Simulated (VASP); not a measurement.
Method: LDA (Ceperley-Alder, Perdew-Zunger), VASP's LDA PAW potentials (set 64) (plane waves; VASP).

The input files of a VASP run:

### POSCAR
```
CoSi
1
    4.3509717531     0.0000000000     0.0000000000
   -0.0000000000     4.3509717531    -0.0000000000
    0.0000000000     0.0000000000     4.3509717531
Co Si
4 4
Direct
  0.8543854776   0.6456145224   0.3543854776
  0.3543854776   0.8543854776   0.6456145224
  0.1456145224   0.1456145224   0.1456145224
  0.6456145224   0.3543854776   0.8543854776
  0.1568689286   0.3431310714   0.6568689286
  0.6568689286   0.1568689286   0.3431310714
  0.8431310714   0.8431310714   0.8431310714
  0.3431310714   0.6568689286   0.1568689286
```

KPOINTS:
```
k-points along high-symmetry lines
12
Line-mode
Reciprocal
  0.000000   0.000000   0.000000 ! GAMMA
  0.000000   0.500000   0.000000 ! X

  0.000000   0.500000   0.000000 ! X
  0.500000   0.500000   0.000000 ! M

  0.500000   0.500000   0.000000 ! M
  0.000000   0.000000   0.000000 ! GAMMA

  0.000000   0.000000   0.000000 ! GAMMA
  0.500000   0.500000   0.500000 ! R

  0.500000   0.500000   0.500000 ! R
  0.000000   0.500000   0.000000 ! X

  0.500000   0.500000   0.500000 ! R
  0.500000   0.500000   0.000000 ! M

  0.500000   0.500000   0.000000 ! M
  0.500000   0.000000   0.000000 ! X_1
```

INCAR:
```
ENCUT = 400   ! plane-wave cut-off (eV)
LASPH = .TRUE.
LORBIT = 11
LMAXMIX = 4   ! l cut-off of mixed one-centre charges
LWAVE = .FALSE.
SIGMA = 0.05
ALGO = Normal
PREC = Accurate
ICHARG = 11   ! fixed density
ISMEAR = 0
NELM = 100   ! most electronic steps
LREAL = .FALSE.
EDIFF = 1E-7   ! SCF stop (eV)
LCHARG = .FALSE.
SYSTEM = CoSi
```

POTCAR, in this order: Co Si (LDA.64 set). Program: vasp_std. Read from the step before: CHGCAR.

The resulting files:

**OUTCAR**
```
 ion  position               nearest neighbor table
   1  0.854  0.646  0.354-   5 2.28   6 2.29   7 2.29   8 2.29   6 2.39   7 2.39   8 2.39   2 2.68
                             3 2.68   2 2.68   3 2.68   4 2.68   4 2.68
   2  0.354  0.854  0.646-   6 2.28   5 2.29   7 2.29   8 2.29   8 2.39   5 2.39   7 2.39   4 2.68
                             1 2.68   1 2.68   4 2.68   3 2.68   3 2.68
   3  0.146  0.146  0.146-   7 2.28   6 2.29   5 2.29   8 2.29   8 2.39   5 2.39   6 2.39   1 2.68
                             4 2.68   1 2.68   4 2.68   2 2.68   2 2.68
   4  0.646  0.354  0.854-   8 2.28   6 2.29   7 2.29   5 2.29   5 2.39   6 2.39   7 2.39   2 2.68
                             2 2.68   3 2.68   3 2.68   1 2.68   1 2.68
   5  0.157  0.343  0.657-   1 2.28   2 2.29   3 2.29   4 2.29   2 2.39   3 2.39   4 2.39   8 2.69
                             6 2.69   8 2.69   7 2.69   7 2.69   6 2.69
   6  0.657  0.157  0.343-   2 2.28   1 2.29   3 2.29   4 2.29   4 2.39   1 2.39   3 2.39   8 2.69
                             7 2.69   5 2.69   8 2.69   7 2.69   5 2.69
   7  0.843  0.843  0.843-   3 2.28   2 2.29   1 2.29   4 2.29   4 2.39   1 2.39   2 2.39   5 2.69
                             6 2.69   8 2.69   6 2.69   5 2.69   8 2.69
   8  0.343  0.657  0.157-   4 2.28   2 2.29   3 2.29   1 2.29   1 2.39   2 2.39   3 2.39   7 2.69
                             5 2.69   5 2.69   6 2.69   6 2.69   7 2.69
  LATTYP: Found a simple cubic cell.
 ALAT       =     4.3509717531
 Subroutine PRICEL returns:
 Original cell was already a primitive cell.
 Subroutine GETGRP returns: Found 12 space group operations
The static configuration has the point symmetry C_3 .
 The point group associated with its full space group is T   .
The dynamic configuration has the point symmetry C_3 .
 Subroutine INISYM returns: Found 12 space group operations
   k-points           NKPTS =     84   k-points in BZ     NKDIM =     84   number of bands    NBANDS=     31
   number of dos      NEDOS =    301   number of ions     NIONS =      8
   total plane-waves  NPLWV =  21952
   dimension x,y,z NGX =    28 NGY =   28 NGZ =   28
   dimension x,y,z NGXF=    56 NGYF=   56 NGZF=   56
   ions per type =               4   4
   PREC   = accura    normal or accurate (medium, high low for compatibility)
   ISTART =      0    job   : 0-new  1-cont  2-samecut
   ICHARG =     11    charge: 1-file 2-atom 10-const
   ISPIN  =      1    spin polarized calculation?
   LNONCOLLINEAR =      F non collinear calculations
   LSORBIT =      F    spin-orbit coupling
   INIWAV =      1    electr: 0-lowe 1-rand  2-diag
   ENCUT  =  400.0 eV  29.40 Ry    5.42 a.u.   7.10  7.10  7.10*2*pi/ulx,y,z
...
```

**OSZICAR**
```
       N       E                     dE             d eps       ncg     rms          rms(c)
DAV:   1     0.301782312850E+03    0.30178E+03   -0.19387E+04  5208   0.164E+03
DAV:   2    -0.393453112443E+02   -0.34113E+03   -0.33259E+03  5215   0.373E+02
DAV:   3    -0.617896609183E+02   -0.22444E+02   -0.21808E+02  5977   0.119E+02
DAV:   4    -0.626086394426E+02   -0.81898E+00   -0.81240E+00  6429   0.207E+01
DAV:   5    -0.626463597388E+02   -0.37720E-01   -0.37706E-01  7047   0.403E+00
DAV:   6    -0.626481433213E+02   -0.17836E-02   -0.17834E-02  7347   0.750E-01
DAV:   7    -0.626481961765E+02   -0.52855E-04   -0.52854E-04  7426   0.112E-01
DAV:   8    -0.626481975800E+02   -0.14035E-05   -0.14021E-05  7105   0.153E-02
DAV:   9    -0.626481976314E+02   -0.51425E-07   -0.51981E-07  4400   0.244E-03
   1 F= -.62648198E+02 E0= -.62642901E+02  d E =-.105927E-01
```

### OUTCAR
```
 val. band max:       12.8017106715   @ k =   0.0000   0.0909   0.0000

 cond. band min:      12.8045195674   @ k =   0.1364   0.1364   0.1364



 k-point     1 :       0.0000    0.0000    0.0000
  band No.  band energies     occupation
      1      -1.2238      2.00000
      2       4.4402      2.00000
      3       4.4402      2.00000
      4       4.4402      2.00000
      5       7.1314      2.00000
      6       7.1314      2.00000
      7       7.1314      2.00000
      8       8.8408      2.00000
      9       8.8408      2.00000
     10       8.8408      2.00000
     11       9.4986      2.00000
     12       9.5586      2.00000
     13       9.5586      2.00000
     14       9.8772      2.00000
     15       9.8772      2.00000
     16       9.8772      2.00000
     17      10.3879      2.00000
     18      10.3879      2.00000
     19      10.3879      2.00000
     20      11.8483      2.00000
     21      11.8483      2.00000
     22      11.8483      2.00000
     23      11.9841      2.00000
     24      11.9841      2.00000
     25      12.8290      0.44155
     26      12.8290      0.44155
     27      12.8290      0.44155
     28      15.5852      0.00000
     29      15.5852      0.00000
     30      15.5859      0.00000
     31      15.9273      0.00000

 k-point     2 :       0.0000    0.0455    0.0000
  band No.  band energies     occupation
      1      -1.2077      2.00000
      2       4.1778      2.00000
      3       4.4500      2.00000
      4       4.6706      2.00000
      5       6.9414      2.00000
      6       7.1414      2.00000
      7       7.3426      2.00000
      8       8.6178      2.00000
      9       8.7980      2.00000
     10       9.0602      2.00000
     11       9.4958      2.00000
     12       9.5587      2.00000
     13       9.5833      2.00000
     14       9.8698      2.00000
     15       9.8791      2.00000
     16       9.8797      2.00000
     17      10.3302      2.00000
     18      10.3860      2.00000
...
```

The density is held fixed in this step, so its total energy and stress have no physical meaning.

The compound is CoSi in the B20 structure. It was relaxed first, which changed the volume by -6 %. The run is not spin-polarised, so no magnetic state was tried.
